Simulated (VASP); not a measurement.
```
CaS
1.0
    0.00000     2.81975     2.81975
    2.81975     0.00000     2.81975
    2.81975     2.81975     0.00000
Ca S
1 1
Direct
  0.00000   0.00000   0.00000
  0.50000   0.50000   0.50000
```

Calculation: PBE GGA with D3 dispersion (Becke-Johnson damping), VASP's PBE PAW potentials (set 64) (plane waves; VASP). Run with 520 eV cut-off, Gaussian smearing of 0.050 eV, potentials Ca_sv S.

Problem. Estimate the band gap (along the path) with the smallest direct gap where there is one.

Solution. 
```yaml
band gap (along the path): 2.29 eV
smallest direct gap (along the path): 3.11 eV
```

Only differences to runs with the same potentials and settings are physical.

The compound is CaS in the rock salt structure. It was relaxed first.
